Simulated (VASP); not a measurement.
A VASP calculation is set up with these files.

File POSCAR:
```
HfC
1
    2.3200000000     0.0000000000     2.3200000000
    0.0000000000     2.3200000000     2.3200000000
    2.3200000000     2.3200000000     0.0000000000
Hf C
1 1
Direct
  0.0000000000   0.0000000000   0.0000000000
  0.5000000000   0.5000000000   0.5000000000
```

### INCAR
```
SYSTEM = HfC
PREC = Accurate
ENCUT = 520
EDIFF = 1E-6
NELM = 100
ALGO = Normal
LREAL = .FALSE.
LASPH = .TRUE.
ISMEAR = 1
SIGMA = 0.1
GGA = PE
LMAXMIX = 6
LWAVE = .FALSE.
LCHARG = .FALSE.
ISIF = 2
```

**KPOINTS**
```
Automatic mesh
0
Gamma
10 10 10
0 0 0
```

POTCAR, in this order: Hf_pv C (PBE.64 set). Program: vasp_std.

Task: Does this input run properly? What does VASP do?

Result: There is a fault: the lattice vectors form a left-handed set. VASP stops with an error: ERROR: the triple product of the basis vectors is negative exchange two basis vectors ----> I REFUSE TO CONTINUE WITH THIS SICK JOB ... BYE!!! <----

**standard output**
```
 -----------------------------------------------------------------------------
|                                                                             |
|     EEEEEEE  RRRRRR   RRRRRR   OOOOOOO  RRRRRR      ###     ###     ###     |
|     E        R     R  R     R  O     O  R     R     ###     ###     ###     |
|     E        R     R  R     R  O     O  R     R     ###     ###     ###     |
|     EEEEE    RRRRRR   RRRRRR   O     O  RRRRRR       #       #       #      |
|     E        R   R    R   R    O     O  R   R                               |
|     E        R    R   R    R   O     O  R    R      ###     ###     ###     |
|     EEEEEEE  R     R  R     R  OOOOOOO  R     R     ###     ###     ###     |
|                                                                             |
|     ERROR: the triple product of the basis vectors is negative exchange     |
|     two basis vectors                                                       |
|                                                                             |
|       ---->  I REFUSE TO CONTINUE WITH THIS SICK JOB ... BYE!!! <----       |
|                                                                             |
 -----------------------------------------------------------------------------
```

To mend it, correct POSCAR.
File POSCAR:
```
HfC
1
    0.0000000000     2.3200000000     2.3200000000
    2.3200000000     0.0000000000     2.3200000000
    2.3200000000     2.3200000000     0.0000000000
Hf C
1 1
Direct
  0.0000000000   0.0000000000   0.0000000000
  0.5000000000   0.5000000000   0.5000000000
```
The mended run (PBE GGA, plane waves, VASP's PBE PAW potentials (set 64)) converges, and its OSZICAR ends with
```
   1 F= -.21042485E+02 E0= -.21042599E+02  d E =0.342125E-03
```

The compound is HfC in the rock salt structure. The cell was not relaxed at this level.
